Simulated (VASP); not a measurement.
Given:

```
CELL_PARAMETERS angstrom
     -1.62550     1.62550     1.64192
      1.62550    -1.62550     1.64192
      1.62550     1.62550    -1.64192
ATOMIC_POSITIONS crystal
  Ta 0.00000 0.00000 0.00000
```

Calculation: PBEsol GGA, VASP's PBE PAW potentials (set 64) (plane waves; VASP). Run with 480 eV cut-off, 14×14×14 Γ-centred mesh, first-order Methfessel-Paxton smearing of 0.10 eV, potentials Ta_pv.

Unless said otherwise, spin-orbit coupling is left out, though it shifts the bands of the heavy elements here.

**Question.** Estimate the energy per atom (σ→0), pressure, band gap (on the k-mesh) with the smallest direct gap where there is one.

**Answer.** 
The band gap (on the k-mesh) comes out as none (metal, semimetal or under 0.01 eV). The energy per atom (σ→0) is -12.552 eV/atom and the pressure is 4.49 GPa.

Only differences to runs with the same potentials and settings are physical.

The compound is Ta in the bcc structure. This cell was strained or had an atom moved on purpose.
